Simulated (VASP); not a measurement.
Calculation: PBE GGA, VASP's PBE PAW potentials (set 64) (plane waves; VASP).

VASP ran on this input.

**POSCAR**
```
SiC
1
    1.5455750148    -2.6770142062     0.0000000000
    1.5455750148     2.6770142062     0.0000000000
    0.0000000000     0.0000000000     5.0758585172
Si C
2 2
Direct
  0.6666670000   0.3333330000   0.4995769961
  0.3333330000   0.6666670000   0.9995769961
  0.6666670000   0.3333330000   0.8754230039
  0.3333330000   0.6666670000   0.3754230039
```

**INCAR**
```
! general
SYSTEM = SiC
PREC   = Accurate
ENCUT  = 520   ! plane-wave cut-off (eV)
LREAL  = .FALSE.   ! projection in real space or not
LASPH  = .TRUE.

! electronic loop
EDIFF  = 1E-7   ! SCF stop (eV)
NELM   = 100   ! most electronic steps
ALGO   = Normal   ! blocked Davidson

! smearing
ISMEAR = -5   ! tetrahedra, Bloechl

! functional
GGA    = PE   ! PBE

! ions
ISIF   = 2   ! forces and stress, cell fixed

! output
LWAVE  = .FALSE.
LCHARG = .TRUE.
LORBIT = 11
NEDOS  = 601
```

**KPOINTS**
```
Automatic mesh
0
Gamma
9 9 5
0 0 0
```

POTCAR, in this order: Si C (PBE.64 set). Program: vasp_std.

Output

**OUTCAR**
```
 ion  position               nearest neighbor table
   1  0.667  0.333  0.500-   4 1.89   4 1.89   4 1.89   3 1.91   2 3.10   2 3.10   2 3.10   2 3.10
                             2 3.10   2 3.10
   2  0.333  0.667  1.000-   3 1.89   3 1.89   3 1.89   4 1.91   1 3.10   1 3.10   1 3.10   1 3.10
                             1 3.10   1 3.10
   3  0.667  0.333  0.875-   2 1.89   2 1.89   2 1.89   1 1.91
   4  0.333  0.667  0.375-   1 1.89   1 1.89   1 1.89   2 1.91
  LATTYP: Found a hexagonal cell.
 ALAT       =     3.0911498163
 C/A-ratio  =     1.6420616337
 Subroutine PRICEL returns:
 Original cell was already a primitive cell.
 Subroutine GETGRP returns: Found 12 space group operations
The static configuration has the point symmetry C_3v.
 The point group associated with its full space group is C_6v.
The dynamic configuration has the point symmetry C_3v.
 Subroutine INISYM returns: Found 12 space group operations
 Subroutine IBZKPT returns following result:
 Found     36 irreducible k-points:

 Following reciprocal coordinates:
            Coordinates               Weight
  0.000000  0.000000  0.000000      1.000000
  0.111111  0.000000  0.000000      6.000000
  0.222222  0.000000  0.000000      6.000000
  0.333333  0.000000  0.000000      6.000000
  0.444444  0.000000  0.000000      6.000000
  0.111111  0.111111  0.000000      6.000000
  0.222222  0.111111  0.000000     12.000000
  0.333333  0.111111  0.000000     12.000000
  0.444444  0.111111  0.000000      6.000000
  0.222222  0.222222  0.000000      6.000000
  0.333333  0.222222  0.000000     12.000000
  0.333333  0.333333  0.000000      2.000000
  0.000000  0.000000  0.200000      2.000000
  0.111111  0.000000  0.200000     12.000000
  0.222222  0.000000  0.200000     12.000000
  0.333333  0.000000  0.200000     12.000000
  0.444444  0.000000  0.200000     12.000000
  0.111111  0.111111  0.200000     12.000000
...
```

**OSZICAR**
```
       N       E                     dE             d eps       ncg     rms          rms(c)
DAV:   1     0.355198389014E+02    0.35520E+02   -0.73650E+03   864   0.119E+03
DAV:   2    -0.306151319306E+02   -0.66135E+02   -0.61138E+02  1252   0.187E+02
DAV:   3    -0.337113871743E+02   -0.30963E+01   -0.30782E+01  1140   0.408E+01
DAV:   4    -0.337501633496E+02   -0.38776E-01   -0.38753E-01  1068   0.526E+00
DAV:   5    -0.337508885518E+02   -0.72520E-03   -0.72507E-03  1128   0.674E-01    0.123E+01
DAV:   6    -0.302101980474E+02    0.35407E+01   -0.10594E+01  1056   0.207E+01    0.546E+00
DAV:   7    -0.301255579957E+02    0.84640E-01   -0.89179E-01  1108   0.628E+00    0.243E+00
DAV:   8    -0.301102006593E+02    0.15357E-01   -0.46706E-02  1028   0.161E+00    0.540E-01
DAV:   9    -0.301094877532E+02    0.71291E-03   -0.64310E-03  1088   0.617E-01    0.133E-01
DAV:  10    -0.301097569449E+02   -0.26919E-03   -0.75376E-04  1024   0.196E-01    0.551E-02
DAV:  11    -0.301097708789E+02   -0.13934E-04   -0.12293E-04  1024   0.862E-02    0.125E-02
DAV:  12    -0.301097721187E+02   -0.12398E-05   -0.44394E-06  1068   0.172E-02    0.306E-03
DAV:  13    -0.301097725715E+02   -0.45275E-06   -0.24449E-07   976   0.416E-03    0.179E-03
DAV:  14    -0.301097726322E+02   -0.60737E-07   -0.17614E-08   620   0.119E-03
   1 F= -.30109773E+02 E0= -.30109773E+02  d E =0.000000E+00
```

OUTCAR:
```
------------------------ aborting loop because EDIFF is reached ----------------------------------------
  FORCE on cell =-STRESS in cart. coord.  units (eV):
  Direction    XX          YY          ZZ          XY          YZ          ZX
  --------------------------------------------------------------------------------------
  Total        0.0260342      0.0260342     -0.0533587      0.0000000      0.0000000      0.0000000
  in kB        0.9930582      0.9930580     -2.0353318      0.0000000      0.0000000      0.0000000
  external PRESSURE =      -0.0164052 kB  Pullay stress =       0.0000000 kB
  volume of cell :       42.00
      direct lattice vectors                 reciprocal lattice vectors
     1.545575015 -2.677014206  0.000000000     0.323504194 -0.186775251  0.000000000
     1.545575015  2.677014206  0.000000000     0.323504194  0.186775251  0.000000000
     0.000000000  0.000000000  5.075858517     0.000000000  0.000000000  0.197011007
  FREE ENERGIE OF THE ION-ELECTRON SYSTEM (eV)
  ---------------------------------------------------
  free  energy   TOTEN  =       -30.1097726322 eV

  energy  without entropy=      -30.1097726322  energy(sigma->0) =      -30.10977263

 total charge

# of ion       s       p       d       tot
------------------------------------------
    1        0.707   0.956   0.000   1.664
    2        0.707   0.956   0.000   1.664
    3        0.836   1.697   0.000   2.533
    4        0.836   1.697   0.000   2.533
--------------------------------------------------
tot          3.086   5.307   0.000   8.393
```
(Selected blocks of OUTCAR.)

The compound is SiC in the wurtzite structure, the rare 2H polytype. It was relaxed first.
